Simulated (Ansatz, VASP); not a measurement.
This is a calculation of Ba2Tl5V3O12 for Ansatz 0.2.0. Atoms were shifted at random by some hundredths of an Å from the given cell, which wasn't relaxed again for these runs. The cell comes from a database or a generator and needn't be the stable form of this composition.

File input.yaml:

```yaml
crystal:
  lattice:
    - [8.15421, 0.0, 0.0]
    - [-4.07711, 7.06176, 0.0]
    - [0.0, 0.0, 6.92128]
  atoms:
    - { symbol: Ba, position: [0.005877, 0.005361, 0.238031] }
    - { symbol: Ba, position: [0.003545, -0.001643, 0.764132] }
    - { symbol: V, position: [0.489948, -0.006098, -0.002712], spin: 2.0 }
    - { symbol: V, position: [-0.002491, 0.505706, 0.006808], spin: 2.0 }
    - { symbol: V, position: [0.500865, 0.503217, 0.004415], spin: 2.0 }
    - { symbol: Tl, position: [0.497814, -0.004048, 0.506037] }
    - { symbol: Tl, position: [0.006323, 0.508942, 0.497841] }
    - { symbol: Tl, position: [0.506555, 0.500398, 0.501179] }
    - { symbol: Tl, position: [0.341006, 0.670317, 0.226147] }
    - { symbol: Tl, position: [0.668779, 0.333829, 0.772173] }
    - { symbol: O, position: [0.332623, 0.341297, 0.812516] }
    - { symbol: O, position: [0.661646, 1.002162, 0.817824] }
    - { symbol: O, position: [-0.006836, 0.656921, 0.816542] }
    - { symbol: O, position: [0.34039, 0.336163, 0.192818] }
    - { symbol: O, position: [0.994794, 0.653312, 0.192477] }
    - { symbol: O, position: [0.667038, 0.00542, 0.186657] }
    - { symbol: O, position: [0.652485, 0.652213, 0.189837] }
    - { symbol: O, position: [0.341373, 0.004107, 0.187563] }
    - { symbol: O, position: [0.997325, 0.346269, 0.187692] }
    - { symbol: O, position: [0.656796, 0.663268, 0.81534] }
    - { symbol: O, position: [0.001298, 0.342743, 0.814157] }
    - { symbol: O, position: [0.336201, 0.99479, 0.820008] }
kpoints:
  mp_grid: { grid: [4, 4, 4] }
scf:
  occupations: { method: fermi_dirac, width: 0.05 }
hamiltonian:
  xc: pbe
  pseudopotentials: { kind: all_electron, lapw: { basis_error: 0.003 } }
magnetization:
  spin_polarized: true
output:
  forces: true
  stress: true
  eigenvalues: true
  populations: true
```

Potentials or basis: all-electron LAPW, scalar-relativistic.

Launch:

```bash
$ ansatz run input.yaml --threads 8 --pin off --max-ram 30720MiB --backend cpu --events-out ev --progress --plain --runs-dir out
```

Q: Set up the same calculation for VASP 6.6.1. Potentials or basis there: PBE PAW files Ba_sv, O, Tl_d, V_sv, 520 eV.

A: As run (cutoffs and basis follow the program's own potentials, and thresholds, step limits or extra output files can differ):

File INCAR:

```
PREC = Accurate ; ENCUT = 520
EDIFF = 1E-7 ; ISMEAR = -1
SIGMA = 0.05 ; LREAL = F
LASPH = T ; NELM = 100
ALGO = Normal ; ISIF = 2
LWAVE = F ; LCHARG = F
ISPIN = 2 ; MAGMOM = 0 0 2 2 2 0 0 0 0 0 0 0 0 0 0 0 0 0 0 0 0 0
LORBIT = 11 ; LMAXMIX = 4
GGA = PE ; NBANDS = 119
KPAR = 4
```

KPOINTS

```
Automatic mesh
0
Gamma
  4 4 4
```

Contents of POSCAR:

```
Ba2Tl5V3O12
1.0
    8.1542100000      0.0000000000      0.0000000000
   -4.0771100000      7.0617600000      0.0000000000
    0.0000000000      0.0000000000      6.9212800000
Ba V Tl O
2 3 5 12
Direct
    0.0058770000      0.0053610000      0.2380310000
    0.0035450000     -0.0016430000      0.7641320000
    0.4899480000     -0.0060980000     -0.0027120000
   -0.0024910000      0.5057060000      0.0068080000
    0.5008650000      0.5032170000      0.0044150000
    0.4978140000     -0.0040480000      0.5060370000
    0.0063230000      0.5089420000      0.4978410000
    0.5065550000      0.5003980000      0.5011790000
    0.3410060000      0.6703170000      0.2261470000
    0.6687790000      0.3338290000      0.7721730000
    0.3326230000      0.3412970000      0.8125160000
    0.6616460000      1.0021620000      0.8178240000
   -0.0068360000      0.6569210000      0.8165420000
    0.3403900000      0.3361630000      0.1928180000
    0.9947940000      0.6533120000      0.1924770000
    0.6670380000      0.0054200000      0.1866570000
    0.6524850000      0.6522130000      0.1898370000
    0.3413730000      0.0041070000      0.1875630000
    0.9973250000      0.3462690000      0.1876920000
    0.6567960000      0.6632680000      0.8153400000
    0.0012980000      0.3427430000      0.8141570000
    0.3362010000      0.9947900000      0.8200080000
```

Potentials or basis: VASP PAW PBE potentials, release 64 (Ba_sv, V_sv, Tl_d, O).

The run is started by

```bash
$ cat potpaw_PBE.64/Ba_sv/POTCAR potpaw_PBE.64/V_sv/POTCAR potpaw_PBE.64/Tl_d/POTCAR potpaw_PBE.64/O/POTCAR > POTCAR
$ mpirun -np 4 vasp_std > vasp.out
```

Both were run:

|  | Ansatz | VASP |
| --- | --- | --- |
| Pressure | 0.1 GPa | 0.6 GPa |
| Largest force | 1.328 eV/Å | 1.380 eV/Å |
| Net moment | 0.00 μB per cell | 0.00 μB per cell |

Where Ansatz's input types no cutoff or centring, it takes its own default and a Γ-centred mesh.

The magnetic state is the one that the start led to; the real crystal's order can differ.

Pressure is positive in compression.
